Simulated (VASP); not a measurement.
Computed with r2SCAN meta-GGA, VASP's PBE PAW potentials (set 64) (plane waves; VASP).

The input files of a VASP run:

File POSCAR:
```
Zr
1
    1.6235686378    -2.8121033152    -0.0000000000
    1.6235686378     2.8121033152     0.0000000000
   -0.0000000000     0.0000000000     5.1527208555
Zr
2
Direct
  0.3333330000   0.6666670000   0.2500000000
  0.6666670000   0.3333330000   0.7500000000
```

INCAR:
```
# general
SYSTEM =Zr
PREC   =Accurate
ENCUT  =520
LREAL  =F
LASPH  =T

# electronic loop
EDIFF  =1E-7   # SCF stop (eV)
NELM   =100   # most electronic steps
ALGO   =Normal
LMAXMIX=4   # l cut-off of mixed one-centre charges
LMIXTAU=T

# smearing
ISMEAR =-5   # tetrahedra, Bloechl

# functional
METAGGA=R2SCAN

# ions
ISIF   =2

# output
LWAVE  =F
LCHARG =F
LORBIT =11
NEDOS  =601   # DOS grid
```

**KPOINTS_OPT**
```
k-points along high-symmetry lines
6
Line-mode
Reciprocal
  0.000000   0.000000   0.000000 ! GAMMA
  0.000000   0.500000   0.000000 ! M

  0.000000   0.500000   0.000000 ! M
 -0.333333   0.666667   0.000000 ! K

 -0.333333   0.666667   0.000000 ! K
  0.000000   0.000000   0.000000 ! GAMMA

  0.000000   0.000000   0.000000 ! GAMMA
  0.000000   0.000000   0.500000 ! A

  0.000000   0.000000   0.500000 ! A
  0.000000   0.500000   0.500000 ! L

  0.000000   0.500000   0.500000 ! L
 -0.333333   0.666667   0.500000 ! H

 -0.333333   0.666667   0.500000 ! H
  0.000000   0.000000   0.500000 ! A

  0.000000   0.500000   0.500000 ! L
  0.000000   0.500000   0.000000 ! M

 -0.333333   0.666667   0.500000 ! H
 -0.333333   0.666667   0.000000 ! K
```

**KPOINTS**
```
Automatic mesh
0
Gamma
14 14 8
0 0 0
```

POTCAR, in this order: Zr_sv (PBE.64 set). Program: vasp_std.

Question: What does the run give for the energy per atom (σ→0), band gap (over mesh and band path)?

Answer: 
```yaml
energy per atom (σ→0): -22.751 eV/atom
band gap (over mesh and band path): none (metal, semimetal or under 0.01 eV)
```

OSZICAR:
```
...
DAV:  21    -0.455021723045E+02   -0.87553E-05   -0.83399E-06  4200   0.231E-02    0.751E-03
DAV:  22    -0.455021662697E+02    0.60348E-05   -0.10573E-06  4040   0.863E-03    0.603E-03
DAV:  23    -0.455021680119E+02   -0.17422E-05   -0.49214E-08  2384   0.250E-03    0.517E-03
DAV:  24    -0.455021681480E+02   -0.13610E-06   -0.90508E-08  2248   0.353E-03    0.220E-03
DAV:  25    -0.455021687545E+02   -0.60648E-06   -0.40296E-08  2160   0.200E-03    0.146E-03
DAV:  26    -0.455021686755E+02    0.78947E-07   -0.19207E-08  2152   0.137E-03
   1 F= -.45502169E+02 E0= -.45502169E+02  d E =0.000000E+00
       N       E                     dE             ncg
```

The compound is Zr in the hcp structure. It was relaxed first.
